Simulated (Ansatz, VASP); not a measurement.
# AlN: VASP beside Ansatz, part 3 of 4

One calculation is typed for both programs; each brings its own data sets. How far apart do they land? The cell is taken from a series of runs on this material, whose earlier steps may have relaxed, scaled, displaced or heated it; both programs get it as it stands.

VASP 6.6.1 and Ansatz 0.2.0.

So far: The starting structure; Ansatz: zone-centre phonons, LDA, pair 1; VASP: zone-centre phonons, LDA, pair 1.

## 3. VASP: zone-centre phonons, LDA, pair 1 (continued)

Level of this step: LDA; plane waves and PAW (N, Al) (VASP).

Numbers of over 12 decimals in the logs are rounded to 6 here.

From OUTCAR (step 3):

```text
ion  position               nearest neighbor table
   1  0.333  0.667  0.383-   4 1.81   4 1.81   4 1.81   3 1.83
   2  0.667  0.333  0.883-   3 1.81   3 1.81   3 1.81   4 1.83
   3  0.333  0.667  0.997-   2 1.81   2 1.81   2 1.81   1 1.83   4 2.93   4 2.93   4 2.93   4 2.93
                             4 2.93   4 2.93
   4  0.667  0.333  0.497-   1 1.81   1 1.81   1 1.81   2 1.83   3 2.93   3 2.93   3 2.93   3 2.93
                             3 2.93   3 2.93

  LATTYP: Found a hexagonal cell.
 ALAT       =     2.9927758627
 C/A-ratio  =     1.5832722448

 Subroutine GETGRP returns: Found 12 space group operations
 (whereof  6 operations were pure point group operations)

The static configuration has the point symmetry C_3v.
 The point group associated with its full space group is C_6v.

 Found     48 irreducible k-points:

   k-points           NKPTS =     48   k-points in BZ     NKDIM =     48   number of bands    NBANDS=     14

   dimension x,y,z NGX =    24 NGY =   24 NGZ =   40
   dimension x,y,z NGXF=    48 NGYF=   48 NGZF=   80

   ENCUT  =  600.0 eV  44.10 Ry    6.64 a.u.   5.98  5.98  9.46*2*pi/ulx,y,z

   NELECT =      16.0000    total number of electrons

 k-points in reciprocal lattice and weights: Automatic mesh
   0.00000000  0.00000000  0.00000000       0.002
   0.11111111  0.00000000  0.00000000       0.012
   0.22222222 -0.00000000  0.00000000       0.012
   0.33333333 -0.00000000  0.00000000       0.012
   0.44444444 -0.00000000  0.00000000       0.012
   0.11111111  0.11111111  0.00000000       0.012
   0.22222222  0.11111111  0.00000000       0.025
   0.33333333  0.11111111  0.00000000       0.025
   0.44444444  0.11111111  0.00000000       0.012
[...]
0.33333333  0.22222222  0.50000000       0.025
   0.33333333  0.33333333  0.50000000       0.004

 average (electrostatic) potential at core
       1 -58.4435       2 -58.4435       3 -68.1950       4 -68.1950

 POSITION                                       TOTAL-FORCE (eV/Angst)
 -----------------------------------------------------------------------------------
     -0.00000      1.72788      1.81297         0.000000      0.000000      0.001588
      1.49639      0.86394      4.18216         0.000000     -0.000000      0.001588
     -0.00000      1.72788      4.72599        -0.000000     -0.000000     -0.001588
      1.49639      0.86394      2.35680        -0.000000      0.000000     -0.001588
 -----------------------------------------------------------------------------------
    total drift:                               -0.000000     -0.000000     -0.001274

 MACROSCOPIC STATIC DIELECTRIC TENSOR (including local field effects in DFT)
 ------------------------------------------------------
           4.233963    -0.000000     0.000000
          -0.000000     4.233963    -0.000000
           0.000000     0.000000     4.476434
 ------------------------------------------------------

 PIEZOELECTRIC TENSOR (including local field effects)  for field in x, y, z        (C/m^2)
          XX          YY          ZZ          XY          YZ          ZX
  --------------------------------------------------------------------------------
  x     0.00000     0.00000     0.00000     0.00000    -0.00000     0.31397
  y     0.00000     0.00000     0.00000     0.00000     0.31397    -0.00000
  z     0.20895     0.20895    -0.23628    -0.00000     0.00000     0.00000

 BORN EFFECTIVE CHARGES (including local field effects) (in |e|, cummulative output)
 ---------------------------------------------------------------------------------
 ion    1
    1    -2.49195     0.00000     0.00000
    2     0.00000    -2.49195     0.00000
    3     0.00000     0.00000    -2.67763
 ion    2
    1    -2.49195     0.00000     0.00000
    2     0.00000    -2.49195     0.00000
    3    -0.00000     0.00000    -2.67763
 ion    3
    1     2.49195    -0.00000     0.00000
    2    -0.00000     2.49195     0.00000
    3     0.00000     0.00000     2.67763
 ion    4
    1     2.49195    -0.00000    -0.00000
    2    -0.00000     2.49195     0.00000
    3    -0.00000     0.00000     2.67763

 Eigenvectors and eigenvalues of the dynamical matrix
 ----------------------------------------------------

   1 f  =   24.787083 THz   155.741838 2PiTHz  826.808103 cm-1   102.511094 meV
             X         Y         Z           dx          dy          dz
     -0.000000  1.727880  1.812975     0.000000   -0.000000    0.696537
      1.496388  0.863940  4.182164     0.000000    0.000000   -0.696537
     -0.000000  1.727880  4.725988    -0.000000    0.000000   -0.121805
      1.496388  0.863940  2.356799    -0.000000    0.000000    0.121805

   2 f  =   23.896041 THz   150.143256 2PiTHz  797.086141 cm-1    98.826042 meV
             X         Y         Z           dx          dy          dz
     -0.000000  1.727880  1.812975     0.514837   -0.286131   -0.000000
      1.496388  0.863940  4.182164    -0.514837    0.286131    0.000000
     -0.000000  1.727880  4.725988     0.341978   -0.190061    0.000000
      1.496388  0.863940  2.356799    -0.341978    0.190061   -0.000000

   3 f  =   23.896041 THz   150.143256 2PiTHz  797.086141 cm-1    98.826042 meV
             X         Y         Z           dx          dy          dz
     -0.000000  1.727880  1.812975     0.286131    0.514837    0.000000
      1.496388  0.863940  4.182164    -0.286131   -0.514837   -0.000000
     -0.000000  1.727880  4.725988     0.190061    0.341978   -0.000000
      1.496388  0.863940  2.356799    -0.190061   -0.341978   -0.000000

   4 f  =   23.892750 THz   150.122578 2PiTHz  796.976367 cm-1    98.812431 meV
             X         Y         Z           dx          dy          dz
     -0.000000  1.727880  1.812975     0.501497   -0.278717   -0.000000
      1.496388  0.863940  4.182164     0.501497   -0.278717    0.000000
     -0.000000  1.727880  4.725988    -0.361256    0.200776    0.000000
      1.496388  0.863940  2.356799    -0.361256    0.200776   -0.000000

   5 f  =   23.892750 THz   150.122578 2PiTHz  796.976367 cm-1    98.812431 meV
             X         Y         Z           dx          dy          dz
     -0.000000  1.727880  1.812975     0.278717    0.501497    0.000000
      1.496388  0.863940  4.182164     0.278717    0.501497   -0.000000
     -0.000000  1.727880  4.725988    -0.200776   -0.361256   -0.000000
      1.496388  0.863940  2.356799    -0.200776   -0.361256   -0.000000

   6 f  =   21.422969 THz   134.604486 2PiTHz  714.593336 cm-1    88.598242 meV
             X         Y         Z           dx          dy          dz
     -0.000000  1.727880  1.812975    -0.000000   -0.000000    0.573775
      1.496388  0.863940  4.182164     0.000000   -0.000000    0.573775
     -0.000000  1.727880  4.725988     0.000000    0.000000   -0.413258
      1.496388  0.863940  2.356799     0.000000    0.000000   -0.413258

   7 f  =   18.018775 THz   113.215302 2PiTHz  601.041637 cm-1    74.519632 meV
             X         Y         Z           dx          dy          dz
     -0.000000  1.727880  1.812975    -0.000000   -0.000000   -0.121805
      1.496388  0.863940  4.182164     0.000000   -0.000000    0.121805
     -0.000000  1.727880  4.725988     0.000000    0.000000   -0.696537
      1.496388  0.863940  2.356799    -0.000000   -0.000000    0.696537

   8 f  =    7.147859 THz    44.911325 2PiTHz  238.426923 cm-1    29.561158 meV
             X         Y         Z           dx          dy          dz
     -0.000000  1.727880  1.812975     0.341979   -0.190060    0.000000
      1.496388  0.863940  4.182164    -0.341979    0.190060    0.000000
     -0.000000  1.727880  4.725988    -0.514838    0.286129    0.000000
      1.496388  0.863940  2.356799     0.514838   -0.286129    0.000000

   9 f  =    7.147859 THz    44.911325 2PiTHz  238.426923 cm-1    29.561158 meV
             X         Y         Z           dx          dy          dz
     -0.000000  1.727880  1.812975     0.190060    0.341979   -0.000000
      1.496388  0.863940  4.182164    -0.190060   -0.341979   -0.000000
     -0.000000  1.727880  4.725988    -0.286129   -0.514838   -0.000000
      1.496388  0.863940  2.356799     0.286129    0.514838   -0.000000

  10 f/i=    0.000094 THz     0.000590 2PiTHz    0.003132 cm-1     0.000388 meV
             X         Y         Z           dx          dy          dz
     -0.000000  1.727880  1.812975    -0.411722   -0.036086    0.000000
      1.496388  0.863940  4.182164    -0.411722   -0.036086    0.000000
     -0.000000  1.727880  4.725988    -0.571554   -0.050094    0.000000
      1.496388  0.863940  2.356799    -0.571554   -0.050094    0.000000

  11 f/i=    0.000094 THz     0.000590 2PiTHz    0.003132 cm-1     0.000388 meV
             X         Y         Z           dx          dy          dz
     -0.000000  1.727880  1.812975    -0.036086    0.411722   -0.000000
      1.496388  0.863940  4.182164    -0.036086    0.411722   -0.000000
     -0.000000  1.727880  4.725988    -0.050094    0.571554   -0.000000
      1.496388  0.863940  2.356799    -0.050094    0.571554   -0.000000

  12 f/i=    0.001643 THz     0.010324 2PiTHz    0.054809 cm-1     0.006795 meV
             X         Y         Z           dx          dy          dz
     -0.000000  1.727880  1.812975    -0.000000   -0.000000   -0.413258
      1.496388  0.863940  4.182164    -0.000000   -0.000000   -0.413258
     -0.000000  1.727880  4.725988    -0.000000   -0.000000   -0.573775
      1.496388  0.863940  2.356799    -0.000000   -0.000000   -0.573775

 MACROSCOPIC STATIC DIELECTRIC TENSOR IONIC CONTRIBUTION
 ------------------------------------------------------
           2.839959    -0.000000    -0.000000
          -0.000000     2.839959    -0.000000
          -0.000000    -0.000000     4.078777
 ------------------------------------------------------

 ELASTIC MODULI CONTR FROM IONIC RELAXATION (kBar)
 Direction    XX          YY          ZZ          XY          YZ          ZX
 --------------------------------------------------------------------------------
 XX       -1605.1780    682.2280   1034.8461      0.0000      0.0000     -0.0000
 YY         682.2280  -1605.1780   1034.8461      0.0000     -0.0000      0.0000
 ZZ        1034.8461   1034.8461  -2320.6163     -0.0000     -0.0000     -0.0000
 XY           0.0000      0.0000     -0.0000  -1143.7030     -0.0000      0.0000
 YZ           0.0000     -0.0000     -0.0000      0.0000   -303.4450      0.0000
 ZX          -0.0000      0.0000     -0.0000      0.0000      0.0000   -318.6496
 --------------------------------------------------------------------------------

 PIEZOELECTRIC TENSOR IONIC CONTR  for field in x, y, z        (C/m^2)
          XX          YY          ZZ          XY          YZ          ZX
  --------------------------------------------------------------------------------
  x    -0.00000     0.00000    -0.00000     0.00000     0.00000    -0.89513
  y     0.00000    -0.00000    -0.00000     0.00000    -0.87351     0.00000
  z    -1.29096    -1.29096     2.89494     0.00000     0.00000     0.00000
```

## 4. Comparison

Known differences besides the potentials themselves: fixed occupations in Ansatz, narrow Gaussian smearing in VASP; VASP's response is taken on the typed mesh, Ansatz refines its own for the field response alone; the cutoff is 420 eV in Ansatz and 600 eV in VASP; VASP's log shows a relativistic correction to its local exchange, Ansatz's none. Total energies have different zeros and are not compared.

The two programs side by side:

```tsv
quantity	Ansatz	VASP	difference
ε∞ xx	4.24	4.23	+0.11 %
ε∞ yy	4.24	4.23	+0.11 %
ε∞ zz	4.48	4.48	+0.15 %
Born charge of N1 (mean of the diagonal) (e)	-2.57	-2.55	-0.01
Born charge of Al3 (mean of the diagonal) (e)	2.57	2.55	+0.01
optical mode 1 to 2 (cm⁻¹)	238.8	238.4	+0.16 %
optical mode 3 (cm⁻¹)	599.5	601.0	-0.26 %
optical mode 4 (cm⁻¹)	707.9	714.6	-0.93 %
optical mode 5 to 6 (cm⁻¹)	789.6	797.0	-0.93 %
optical mode 7 to 8 (cm⁻¹)	790.1	797.1	-0.88 %
optical mode 9 (cm⁻¹)	820.4	826.8	-0.77 %
```

Modes are paired by rising frequency, not by their patterns, so a pair may set unlike modes beside each other; they are those without the splitting of longitudinal modes.

## 5. VASP: zone-centre phonons, LDA, pair 2

Second derivatives magnify differences that forces hide, and they need a tight electronic threshold. The cell compared in this pair holds 37.57 Å³, against 36.75 Å³ for the pair before.

INCAR reads:

```
SYSTEM = AlN
PREC = Accurate
ENCUT = 600
EDIFF = 1E-08
NELM = 120
ISMEAR = 0
SIGMA = 0.01
LREAL = .FALSE.
ALGO = Normal
GGA = PW92
NBANDS = 14
LORBIT = 11
LWAVE = .FALSE.
LCHARG = .FALSE.
ISIF = 2
IBRION = 8
LEPSILON = .TRUE.
LASPH = .TRUE.
GGA_COMPAT = .FALSE.
EFERMI = MIDGAP
KPAR = 2
```

POSCAR reads:

```
AlN
1.0
    3.0117254081      0.0000000000      0.0000000000
   -1.5058627040      2.6082307126      0.0000000000
    0.0000000000      0.0000000000      4.7829159419
N Al
2 2
Direct
    0.3333333334      0.6666666668      0.3821441257
    0.6666666668      0.3333333334      0.8821441257
    0.3333333334      0.6666666668      0.9978558743
    0.6666666668      0.3333333334      0.4978558743
```

KPOINTS reads:

```
Automatic mesh
0
Gamma
9 9 6
0 0 0
```

Potentials, in the order of the species: N and Al (LDA family, release 64).

On the command line:

```sh
mpirun -np 2 vasp_std
```

Log:

```text
[banner, memory and clock lines left out]
running    2 mpi-ranks, on    1 nodes
[...]
[... a notice as in an earlier step ...]

 LDA part: xc-table for (Slater(with rela. corr.)+PW92), standard interpolation
 POSCAR, INCAR and KPOINTS ok, starting setup
[...]
entering main loop
       N       E                     dE             d eps       ncg     rms          rms(c)
DAV:   1     0.512626058841E+02    0.51263E+02   -0.81959E+03  1344   0.115E+03
DAV:   2    -0.343526306825E+02   -0.85615E+02   -0.78257E+02  1836   0.214E+02
DAV:   3    -0.382111449166E+02   -0.38585E+01   -0.38360E+01  1812   0.461E+01
DAV:   4    -0.382329999948E+02   -0.21855E-01   -0.21853E-01  1524   0.421E+00
[...]
DAV:  12    -0.326531948577E+02    0.49476E-06   -0.20572E-06  1620   0.113E-02    0.618E-03
DAV:  13    -0.326531946920E+02    0.16574E-06   -0.64812E-07  1752   0.618E-03    0.393E-04
DAV:  14    -0.326531946949E+02   -0.28767E-08   -0.26632E-08  1540   0.125E-03
   1 F= -.32653195E+02 E0= -.32653195E+02  d E =0.000000E+00
[...]
RMM:  10    -0.626667215399E-02    0.56558E-09    0.20185E-09 12390   0.584E-06    0.734E-07
 first order change of Fermi-energy  -0.25595E-05
 force on displaced ion       3 direction 1 : -21.016  -0.000   0.000
 Born effective charge ion    3 direction 1 :   2.496   0.000  -0.000
 Linear response progress:
  Degree of freedom:   4/  4
       N       E                     dE             d eps       ncg     rms          rms(c)
RMM:   1    -0.187185615231E-01   -0.18719E-01    0.25607E-02  4799   0.137E+00
RMM:   2    -0.125535741106E-01    0.61650E-02   -0.16311E-03  2802   0.353E-01    0.132E-01
RMM:   3    -0.121484672680E-01    0.40511E-03   -0.63335E-04  2880   0.173E-01    0.558E-02
RMM:   4    -0.121048864772E-01    0.43581E-04   -0.18728E-04  3064   0.424E-02    0.290E-02
[...]
RMM:  12    -0.120723981833E-01    0.15705E-07    0.24687E-07  2844   0.557E-06    0.738E-07
RMM:  13    -0.120724246596E-01   -0.26476E-07    0.12019E-09  2173   0.445E-06    0.104E-07
RMM:  14    -0.120724254644E-01   -0.80480E-09    0.13848E-11  2005   0.437E-06    0.245E-08
 first order change of Fermi-energy  -0.13443E+01
 force on displaced ion       3 direction 3 :  -0.000   0.000 -25.975
 Born effective charge ion    3 direction 3 :   0.000  -0.000   2.675
 Born effective charges drift removed
 Linear response finished
```

OUTCAR, selected parts (step 5):

```text
 POSITION                                       TOTAL-FORCE (eV/Angst)
 -----------------------------------------------------------------------------------
      0.00000      1.73882      1.82776        -0.000000     -0.000000      0.000744
      1.50586      0.86941      4.21922         0.000000      0.000000      0.000744
      0.00000      1.73882      4.77266        -0.000000      0.000000     -0.000744
      1.50586      0.86941      2.38120         0.000000     -0.000000     -0.000744
 -----------------------------------------------------------------------------------
    total drift:                               -0.000000     -0.000000      0.000598

 MACROSCOPIC STATIC DIELECTRIC TENSOR (including local field effects in DFT)
 ------------------------------------------------------
           4.263607     0.000000     0.000000
           0.000000     4.263607    -0.000000
           0.000000    -0.000000     4.499646
 ------------------------------------------------------

 MACROSCOPIC STATIC DIELECTRIC TENSOR IONIC CONTRIBUTION
 ------------------------------------------------------
           2.969311     0.000000    -0.000000
           0.000000     2.969311     0.000000
          -0.000000     0.000000     4.187555
 ------------------------------------------------------

[... 1 part as in an earlier step ...]
```

## 6. Ansatz: zone-centre phonons, LDA, pair 2

The same cell, functional (in two slightly different forms) and mesh now go to Ansatz, which takes its cutoff from its data sets.

The cell is taken from a series of runs on this material, whose earlier steps may have relaxed, scaled, displaced or heated it; both programs get it as it stands.

input.yaml reads:

```yaml
crystal:
  lattice:
    - [3.0117254081, 0.0, 0.0]
    - [-1.505862704, 2.6082307126, 0.0]
    - [0.0, 0.0, 4.7829159419]
  atoms:
    - { symbol: "N", position: [0.3333333333, 0.6666666667, 0.3821441257] }
    - { symbol: "N", position: [0.6666666667, 0.3333333333, 0.8821441257] }
    - { symbol: Al, position: [0.3333333333, 0.6666666667, -0.0021441257] }
    - { symbol: Al, position: [0.6666666667, 0.3333333333, 0.4978558743] }
kpoints:
  mp_grid: { grid: [9, 9, 6] }
hamiltonian:
  xc: lda
  pseudopotentials: { kind: paw, azcp: { folder: soft_1 }, xc_functional: pbe }
scf:
  occupations: { method: fixed }
output:
  eigenvalues: true
phonons:
  method: dfpt
  dielectric: true
  rigid_motions: translations
```

On the command line:

```sh
ansatz run input.yaml --threads 8 --pin off --max-ram 16384MiB --backend cpu --events-out ev --progress --plain --runs-dir out
```

Log:

```text
[...]
Crystal: 4 atoms, lattice volume = 37.571 Å³
Basis set: ecut = 420 eV, 711 PW (Γ), exchange–correlation on 48×48×64 points (8 copies of the dense FFT grid, shifted against one another)
Bands: 12, of which v1, the nominal top of the filled ones, is band 8 counted from 1 (7 counted from 0)
Symmetry: 12 space group operations
k-points: 140 of 486 (irreducible under 2 space group operations, time reversal used)
[...]
optical modes at Γ + LO–TO along q̂ = [1.0000, 0.0000, 0.0000]:
      ω (cm⁻¹)  modes    IR ((D/Å)²/amu)
[...]
optical modes at Γ + LO–TO along q̂ = [0.0000, 1.0000, 0.0000]:
      ω (cm⁻¹)  modes    IR ((D/Å)²/amu)
[...]
optical modes at Γ + LO–TO along q̂ = [0.0000, 0.0000, 1.0000]:
      ω (cm⁻¹)  modes    IR ((D/Å)²/amu)
[...]
762.93      2             0.0000
        765.70      2            63.1056
        800.70      1             0.0000
        965.69      1            36.1694
[key lines of the parts left out:]
SCF converged after 8 iterations
Free energy (F): -1779.516959 eV
Fermi energy:    8.096759 eV
```

## 7. Side by side

Both answers:

```tsv
quantity	Ansatz	VASP	difference
ε∞ xx	4.27	4.26	+0.11 %
ε∞ yy	4.27	4.26	+0.11 %
ε∞ zz	4.51	4.50	+0.15 %
Born charge of N1 (mean of the diagonal) (e)	-2.57	-2.56	-0.01
Born charge of Al3 (mean of the diagonal) (e)	2.57	2.56	+0.01
optical mode 1 to 2 (cm⁻¹)	238.7	238.4	+0.14 %
optical mode 3 (cm⁻¹)	591.3	592.9	-0.26 %
optical mode 4 (cm⁻¹)	690.6	696.8	-0.90 %
optical mode 5 to 6 (cm⁻¹)	762.9	770.0	-0.92 %
optical mode 7 to 8 (cm⁻¹)	765.7	772.2	-0.84 %
optical mode 9 (cm⁻¹)	800.7	806.6	-0.74 %
```

Modes are paired by rising frequency, not by their patterns, so a pair may set unlike modes beside each other; they are those without the splitting of longitudinal modes.

## 8. Ansatz: zone-centre phonons, LDA, pair 3

Second derivatives magnify differences that forces hide, and they need a tight electronic threshold. The cell compared in this pair holds 38.39 Å³, against 37.57 Å³ for the pair before.

The cell is taken from a series of runs on this material, whose earlier steps may have relaxed, scaled, displaced or heated it; both programs get it as it stands.

input.yaml, the sections that differ from step 6:

```yaml
crystal:
  lattice:
    - [3.0309120195, 0.0, 0.0]
    - [-1.5154560098, 2.6248468055, 0.0]
    - [0.0, 0.0, 4.8252171238]
  atoms:
    - { symbol: "N", position: [0.3333333333, 0.6666666667, 0.3817696639] }
    - { symbol: "N", position: [0.6666666667, 0.3333333333, 0.8817696639] }
    - { symbol: Al, position: [0.3333333333, 0.6666666667, -0.0017696639] }
    - { symbol: Al, position: [0.6666666667, 0.3333333333, 0.4982303361] }
# kpoints, hamiltonian, scf, output, phonons: as in step 6
```

Log:

```text
[...]
Crystal: 4 atoms, lattice volume = 38.388 Å³
Basis set: ecut = 420 eV, 725 PW (Γ), exchange–correlation on 48×48×72 points (8 copies of the dense FFT grid, shifted against one another)
Bands: 12, of which v1, the nominal top of the filled ones, is band 8 counted from 1 (7 counted from 0)
Symmetry: 12 space group operations
k-points: 140 of 486 (irreducible under 2 space group operations, time reversal used)
[...]
optical modes at Γ + LO–TO along q̂ = [1.0000, 0.0000, 0.0000]:
      ω (cm⁻¹)  modes    IR ((D/Å)²/amu)
[...]
optical modes at Γ + LO–TO along q̂ = [0.0000, 1.0000, 0.0000]:
      ω (cm⁻¹)  modes    IR ((D/Å)²/amu)
[...]
optical modes at Γ + LO–TO along q̂ = [0.0000, 0.0000, 1.0000]:
      ω (cm⁻¹)  modes    IR ((D/Å)²/amu)
[...]
737.51      2             0.0000
        742.51      2            63.2853
        781.73      1             0.0000
        946.50      1            36.1295
[key lines of the parts left out:]
SCF converged after 8 iterations
Free energy (F): -1779.606368 eV
Fermi energy:    7.827100 eV
```

(Part 3 of 4 ends here.)

[Lines on the potential files, build, host, timing and source positions are cut from VASP's logs without a mark.]

[Logs are printed without paths, hosts, clocks, repeated set-up lines and the standing remarks that a program may print on its own settings, such as how far it seeks lower states.]

[Hosts, paths, dates, database ids (printed as entryN), source tags and the programs' standing remarks are cut or masked in the printed files.]
